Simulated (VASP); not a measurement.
Method: PBE GGA, VASP's PBE PAW potentials (set 64) (plane waves; VASP).

The input files of a VASP run:

KPOINTS:
```
Automatic mesh
0
Gamma
10 10 5
0 0 0
```

File POSCAR:
```
BN
1.0
  1.2716527256  -2.2025673509   0.0000000000
  1.2716527256   2.2025673509   0.0000000000
  0.0000000000   0.0000000000   4.2058521656
B N
2 2
Cartesian
  1.2716527256  -0.7341905853   2.1037479795
  1.2716527256   0.7341905853   0.0008218967
  1.2716527256  -0.7341905853   3.6792987482
  1.2716527256   0.7341905853   1.5763726654
```

INCAR:
```
! general
SYSTEM  = BN
PREC    = Accurate
ENCUT   = 620
LREAL   = .FALSE.   ! projection in real space or not
LASPH   = .TRUE.

! electronic loop
EDIFF   = 1E-6
NELM    = 100
ALGO    = Normal

! smearing
ISMEAR  = 0   ! Gaussian
SIGMA   = 0.05   ! width (eV)

! functional
GGA     = PE   ! PBE

! ions
IBRION  = 2
NSW     = 40   ! most ionic steps
ISIF    = 3
EDIFFG  = -0.02
PSTRESS = 50   ! kbar

! output
LWAVE   = .FALSE.
LCHARG  = .FALSE.
```

POTCAR, in this order: B N (PBE.64 set). Program: vasp_std.

What VASP printed:

File OUTCAR:
```
 ion  position               nearest neighbor table
   1  0.667  0.333  0.500-   4 1.56   4 1.56   4 1.56   3 1.58
   2  0.333  0.667  0.000-   3 1.56   3 1.56   3 1.56   4 1.58
   3  0.667  0.333  0.875-   2 1.56   2 1.56   2 1.56   1 1.58
   4  0.333  0.667  0.375-   1 1.56   1 1.56   1 1.56   2 1.58
  LATTYP: Found a hexagonal cell.
 ALAT       =     2.5433056422
 C/A-ratio  =     1.6536951343
 Subroutine PRICEL returns:
 Original cell was already a primitive cell.
 Subroutine GETGRP returns: Found 12 space group operations
The static configuration has the point symmetry C_3v.
 The point group associated with its full space group is C_6v.
The dynamic configuration has the point symmetry C_3v.
 Subroutine INISYM returns: Found 12 space group operations
 Subroutine IBZKPT returns following result:
 Found     42 irreducible k-points:

 Following reciprocal coordinates:
            Coordinates               Weight
  0.000000  0.000000  0.000000      1.000000
  0.100000 -0.000000  0.000000      6.000000
  0.200000 -0.000000  0.000000      6.000000
  0.300000 -0.000000  0.000000      6.000000
  0.400000 -0.000000  0.000000      6.000000
  0.500000 -0.000000  0.000000      3.000000
  0.100000  0.100000  0.000000      6.000000
  0.200000  0.100000  0.000000     12.000000
  0.300000  0.100000  0.000000     12.000000
  0.400000  0.100000  0.000000     12.000000
  0.200000  0.200000  0.000000      6.000000
  0.300000  0.200000  0.000000     12.000000
  0.400000  0.200000  0.000000      6.000000
  0.300000  0.300000  0.000000      6.000000
  0.000000  0.000000  0.200000      2.000000
  0.100000 -0.000000  0.200000     12.000000
  0.200000 -0.000000  0.200000     12.000000
  0.300000 -0.000000  0.200000     12.000000
  0.400000 -0.000000  0.200000     12.000000
  0.500000 -0.000000  0.200000      6.000000
...
```

File OSZICAR:
```
       N       E                     dE             d eps       ncg     rms          rms(c)
DAV:   1     0.628211461904E+02    0.62821E+02   -0.96363E+03  1008   0.149E+03
DAV:   2    -0.337830414294E+02   -0.96604E+02   -0.89599E+02  1420   0.319E+02
DAV:   3    -0.367715053362E+02   -0.29885E+01   -0.29759E+01  1340   0.556E+01
DAV:   4    -0.367914427251E+02   -0.19937E-01   -0.19910E-01  1308   0.454E+00
DAV:   5    -0.367917054169E+02   -0.26269E-03   -0.26259E-03  1304   0.473E-01    0.948E+00
DAV:   6    -0.350089755195E+02    0.17827E+01   -0.47825E+00  1296   0.195E+01    0.453E+00
DAV:   7    -0.348667435741E+02    0.14223E+00   -0.23838E-01  1200   0.537E+00    0.271E+00
DAV:   8    -0.348369192193E+02    0.29824E-01   -0.75156E-02  1160   0.260E+00    0.240E-01
DAV:   9    -0.348357949492E+02    0.11243E-02   -0.26970E-03  1296   0.627E-01    0.127E-01
DAV:  10    -0.348360556149E+02   -0.26067E-03   -0.39567E-04  1220   0.202E-01    0.278E-02
DAV:  11    -0.348360596302E+02   -0.40153E-05   -0.71095E-05  1280   0.771E-02    0.138E-02
DAV:  12    -0.348360605556E+02   -0.92541E-06   -0.84486E-06  1280   0.290E-02
   1 F= -.34100800E+02 E0= -.34100800E+02  d E =-.341008E+02
```

### OUTCAR
```
------------------------ aborting loop because EDIFF is reached ----------------------------------------
  FORCE on cell =-STRESS in cart. coord.  units (eV):
  Direction    XX          YY          ZZ          XY          YZ          ZX
  --------------------------------------------------------------------------------------
  Total        0.7321387      0.7321389      0.7411502      0.0000000      0.0000000      0.0000000
  in kB       49.7877216     49.7877316     50.4005306      0.0000000      0.0000000      0.0000000
  external PRESSURE =      -0.0080054 kB  Pullay stress =      50.0000000 kB
  volume of cell :       23.56
      direct lattice vectors                 reciprocal lattice vectors
     1.271652726 -2.202567351  0.000000000     0.393189107 -0.227007814  0.000000000
     1.271652726  2.202567351  0.000000000     0.393189107  0.227007814  0.000000000
     0.000000000  0.000000000  4.205852166     0.000000000  0.000000000  0.237763944
  FREE ENERGIE OF THE ION-ELECTRON SYSTEM (eV)
  ---------------------------------------------------
  free  energy   TOTEN  =       -34.8360605556 eV

  energy  without entropy=      -34.8360605556  energy(sigma->0) =      -34.83606056
  enthalpy is  TOTEN    =       -34.1008002089 eV   P V=        0.7352603467

 reached required accuracy - stopping structural energy minimisation
```
(Selected blocks of OUTCAR.)

The compound is BN in the wurtzite structure, a metastable high-pressure form. It was relaxed first under an external pressure of 5 GPa.
